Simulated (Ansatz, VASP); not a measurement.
**Two plane-wave programs on SrMg**

The input INCAR:

```
SYSTEM = SrMg
PREC = Accurate ; ENCUT = 520
EDIFF = 1E-6 ; ISMEAR = -1
SIGMA = 0.1 ; LREAL = .FALSE.
LASPH = .TRUE. ; NELM = 60
ALGO = Normal ; ISIF = 2
LWAVE = .FALSE. ; LCHARG = .FALSE.
GGA = CA ; NBANDS = 13
```

Contents of KPOINTS:

```
regular mesh
0
G
  10 10 10
  0 0 0
```

File POSCAR:

```
SrMg
1.0
    4.0620962327      0.0000000000      0.0000000000
    0.0000000000      4.0620962327      0.0000000000
    0.0000000000      0.0000000000      4.0620962327
Sr Mg
1 1
Direct
    0.5000000000      0.5000000000      0.5000000000
    0.0000000000      0.0000000000      0.0000000000
```

Input for Ansatz:

```yaml
crystal:
  lattice:
    - [4.06209623268, 0.0, 0.0]
    - [0.0, 4.06209623268, 0.0]
    - [0.0, 0.0, 4.06209623268]
  atoms:
    - { symbol: Sr, position: [0.5, 0.5, 0.5] }
    - { symbol: Mg, position: [0.0, 0.0, 0.0] }
kpoints:
  mp_grid: { grid: [10, 10, 10] }
scf:
  occupations: { method: fermi_dirac, width: 0.1 }
hamiltonian:
  xc: lda
  pseudopotentials: { kind: paw }
output:
  forces: true
  stress: true
  eigenvalues: true
  eigenstates:
    nscf_kmesh: { grid: [16, 16, 16] }
    de_dk: true
    e_range: [-14, 14]
  optics:
    e_range: [0, 20]
    de: 0.2
    sigma: 0.15
    bands: { spectra_wanted_up_to: 20 }
    nscf_kmesh: { grid: [16, 16, 16] }
    drude_damping: 0.03
checkpoint:
  write: ck
  write_wavefunctions: false
```

Alike in both runs: task single point; functional LDA; k mesh 10 × 10 × 10; occupations fermi-dirac, width 0.1 eV; no spin polarisation.

```csv
,VASP,Ansatz
version,VASP 6.6.1,Ansatz 0.2.0
potentials or method,"VASP PAW LDA potentials, release 64 (Sr_sv, Mg)","PAW with Ansatz's default frozen-core files, scalar-relativistic"
plane-wave cutoff (eV),520,420
valence electrons in the cell,12,20
```

```tsv
	VASP	Ansatz	Ansatz less VASP
pressure (GPa)	-0.2	0.0	+0.17
```

The two sets of potentials don't hold the same shells in valence. Ansatz warned: «optics_on_partly_filled_bands».
